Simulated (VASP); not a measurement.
Computed with AM05 GGA, VASP's PBE PAW potentials (set 64) (plane waves; VASP).

VASP input:

### POSCAR
```
NiSb
1.0
  1.9916769032  -3.4496857520   0.0000000000
  1.9916769032   3.4496857520   0.0000000000
  0.0000000000   0.0000000000   5.1735324006
Ni Sb
2 2
Cartesian
  1.9916769032   3.4496857520   2.5867662003
  1.9916769032   3.4496857520   5.1735324006
  1.9916769032   1.1498975505   1.2933831002
  1.9916769032  -1.1498975505   3.8801493005
```

KPOINTS:
```
K-points
0
G
  9 9 6
```

INCAR:
```
! general
SYSTEM   =  NiSb
PREC     =  Accurate
ENCUT    =  520
LREAL    =  F   ! projection in real space or not
LASPH    =  T   ! aspherical one-centre terms

! electronic loop
EDIFF    =  1E-7
NELM     =  100   ! most electronic steps
ALGO     =  Normal   ! blocked Davidson
LMAXMIX  =  4   ! l cut-off of mixed one-centre charges

! smearing
ISMEAR   =  1
SIGMA    =  0.1   ! width (eV)

! functional
GGA      =  AM   ! AM05

! ions
IBRION   =  2   ! conjugate gradients
NSW      =  30   ! most ionic steps
ISIF     =  4   ! ions and shape, fixed volume
EDIFFG   =  -0.01

! output
LWAVE    =  F
LCHARG   =  F
```

POTCAR, in this order: Ni Sb (PBE.64 set). Program: vasp_std.

Output

File OSZICAR:
```
       N       E                     dE             d eps       ncg     rms          rms(c)
DAV:   1     0.165050054964E+03    0.16505E+03   -0.12435E+04  1824   0.160E+03
DAV:   2    -0.137200481369E+02   -0.17877E+03   -0.17403E+03  1839   0.319E+02
DAV:   3    -0.229218355741E+02   -0.92018E+01   -0.87892E+01  2094   0.878E+01
DAV:   4    -0.232038411558E+02   -0.28201E+00   -0.28047E+00  2058   0.143E+01
DAV:   5    -0.232126229337E+02   -0.87818E-02   -0.87788E-02  2228   0.272E+00    0.137E+01
DAV:   6    -0.265996781917E+02   -0.33871E+01   -0.43452E+01  1991   0.119E+02    0.193E+01
DAV:   7    -0.215646966726E+02    0.50350E+01   -0.15470E+01  1988   0.817E+01    0.383E+00
DAV:   8    -0.216077611036E+02   -0.43064E-01   -0.19465E+00  2511   0.133E+01    0.264E+00
DAV:   9    -0.215493813813E+02    0.58380E-01   -0.27913E-01  2069   0.861E+00    0.607E-01
DAV:  10    -0.215499319033E+02   -0.55052E-03   -0.72218E-03  1999   0.909E-01    0.503E-01
DAV:  11    -0.215495868808E+02    0.34502E-03   -0.79117E-04  1992   0.293E-01    0.148E-01
DAV:  12    -0.215493864737E+02    0.20041E-03   -0.60190E-04  2476   0.429E-01    0.475E-02
DAV:  13    -0.215493920090E+02   -0.55353E-05   -0.67610E-05  1917   0.588E-02    0.304E-02
DAV:  14    -0.215493936807E+02   -0.16717E-05   -0.44022E-06  1974   0.214E-02    0.410E-03
DAV:  15    -0.215493935282E+02    0.15245E-06   -0.79176E-07  2030   0.108E-02    0.135E-03
DAV:  16    -0.215493935440E+02   -0.15796E-07   -0.69840E-08  1053   0.224E-03
   1 F= -.21549394E+02 E0= -.21549006E+02  d E =-.215494E+02
       N       E                     dE             d eps       ncg     rms          rms(c)
DAV:   1    -0.215499565234E+02   -0.56300E-03   -0.12667E-02  1905   0.910E-01    0.141E-01
DAV:   2    -0.215497287426E+02    0.22778E-03   -0.76925E-04  2383   0.500E-01    0.103E-01
DAV:   3    -0.215496622917E+02    0.66451E-04   -0.84686E-04  2024   0.553E-01    0.828E-02
DAV:   4    -0.215495594355E+02    0.10286E-03   -0.21723E-04  2312   0.258E-01    0.921E-03
DAV:   5    -0.215495599758E+02   -0.54028E-06   -0.23218E-05  1943   0.616E-02    0.538E-03
DAV:   6    -0.215495597626E+02    0.21327E-06   -0.10417E-06  2614   0.144E-02    0.296E-03
DAV:   7    -0.215495596998E+02    0.62726E-07   -0.99844E-08   987   0.338E-03
   2 F= -.21549560E+02 E0= -.21549174E+02  d E =-.166156E-03
       N       E                     dE             d eps       ncg     rms          rms(c)
DAV:   1    -0.215498602521E+02   -0.30049E-03   -0.82194E-03  1896   0.733E-01    0.114E-01
DAV:   2    -0.215497145142E+02    0.14574E-03   -0.51673E-04  2376   0.410E-01    0.845E-02
DAV:   3    -0.215496687752E+02    0.45739E-04   -0.55585E-04  2013   0.449E-01    0.663E-02
DAV:   4    -0.215496025514E+02    0.66224E-04   -0.13852E-04  2312   0.205E-01    0.760E-03
DAV:   5    -0.215496028869E+02   -0.33555E-06   -0.15163E-05  1954   0.501E-02    0.440E-03
DAV:   6    -0.215496027370E+02    0.14990E-06   -0.70806E-07  2390   0.122E-02    0.233E-03
DAV:   7    -0.215496026870E+02    0.49958E-07   -0.71251E-08   954   0.295E-03
   3 F= -.21549603E+02 E0= -.21549216E+02  d E =-.209143E-03
```

OUTCAR:
```
------------------------ aborting loop because EDIFF is reached ----------------------------------------
  FORCE on cell =-STRESS in cart. coord.  units (eV):
  Direction    XX          YY          ZZ          XY          YZ          ZX
  --------------------------------------------------------------------------------------
  Total       -2.9850956     -2.9850958     -2.9868414      0.0000000      0.0000000      0.0000000
  in kB      -67.2749263    -67.2749318    -67.3142726      0.0000000      0.0000000      0.0000000
  external PRESSURE =     -67.2880436 kB  Pullay stress =       0.0000000 kB
  volume of cell :       71.09
      direct lattice vectors                 reciprocal lattice vectors
     1.994120664 -3.453918450  0.000000000     0.250737084 -0.144763117 -0.000000000
     1.994120664  3.453918450 -0.000000000     0.250737084  0.144763117  0.000000000
     0.000000000 -0.000000000  5.160860049     0.000000000  0.000000000  0.193766153
 POSITION                                       TOTAL-FORCE (eV/Angst)
 -----------------------------------------------------------------------------------
      0.00000     -0.00000      2.58043         0.000000      0.000000      0.000000
      0.00000      0.00000     -0.00000         0.000000      0.000000      0.000000
      1.99412      1.15131      1.29022         0.000000      0.000000     -0.000000
      1.99412     -1.15131      3.87065        -0.000000     -0.000000     -0.000000
 -----------------------------------------------------------------------------------
    total drift:                                0.000000      0.000000      0.000000
  FREE ENERGIE OF THE ION-ELECTRON SYSTEM (eV)
  ---------------------------------------------------
  free  energy   TOTEN  =       -21.5496026870 eV

  energy  without entropy=      -21.5484426737  energy(sigma->0) =      -21.54921602

 reached required accuracy - stopping structural energy minimisation
```
(Selected blocks of OUTCAR.)

File CONTCAR:
```
NiSb
   1.00000000000000
     1.9941206642560616   -3.4539184497890703    0.0000000000000000
     1.9941206642560616    3.4539184497890703   -0.0000000000000000
     0.0000000000000000   -0.0000000000000000    5.1608600487792984
  Ni              Sb
     2     2
Direct
     0.0000000000000000    0.0000000000000000    0.5000000000000000
     0.0000000000000000    0.0000000000000000    0.0000000000000000
     0.3333330000000032    0.6666669999999968    0.2500000000000000
     0.6666669999999968    0.3333330000000032    0.7500000000000000
```

**OUTCAR**
```
 val. band max:        9.3159967949   @ k =   0.1111   0.0000   0.0000

 cond. band min:       9.3636582741   @ k =   0.0000   0.0000   0.0000


 Fermi energy:         9.3216647108

 k-point     1 :       0.0000    0.0000    0.0000
  band No.  band energies     occupation
      1      -3.3387      2.00000
      2       1.0296      2.00000
      3       3.3647      2.00000
      4       5.5873      2.00000
      5       5.5873      2.00000
      6       6.3383      2.00000
      7       6.9351      2.00000
      8       6.9351      2.00000
      9       7.3694      2.00000
     10       7.3694      2.00000
     11       8.1260      2.00000
     12       8.1260      2.00000
     13       9.3637      0.35397
     14       9.8950     -0.00000
     15       9.8951     -0.00000
     16      11.7111      0.00000
     17      11.7112      0.00000
     18      12.3524      0.00000
     19      13.2461      0.00000

 k-point     2 :       0.1111    0.0000    0.0000
  band No.  band energies     occupation
      1      -3.1900      2.00000
      2       1.0169      2.00000
      3       3.5328      2.00000
      4       5.5526      2.00000
      5       5.6181      2.00000
      6       6.2741      2.00000
      7       6.8145      2.00000
      8       6.8733      2.00000
      9       7.2817      2.00000
     10       7.3958      2.00000
     11       8.1185      2.00000
     12       8.1271      2.00000
     13       8.8940      2.00000
     14       9.3160      1.09576
     15       9.4055      0.00145
     16      11.0548     -0.00000
     17      12.1558      0.00000
     18      12.9967      0.00000
     19      13.5805      0.00000

 k-point     3 :       0.2222   -0.0000    0.0000
  band No.  band energies     occupation
      1      -2.7520      2.00000
      2       0.9299      2.00000
      3       4.0259      2.00000
      4       5.2135      2.00000
      5       5.7067      2.00000
      6       6.0171      2.00000
      7       6.5958      2.00000
...
```

Unless said otherwise, spin-orbit coupling is left out, though it shifts the bands of the heavy elements here.

The compound is NiSb in the NiAs type structure. This cell is one point of a volume scan, at 1.06 of the reference volume. Symmetry was kept, so distortions that lower it aren't found. The run is not spin-polarised, so no magnetic state was tried.
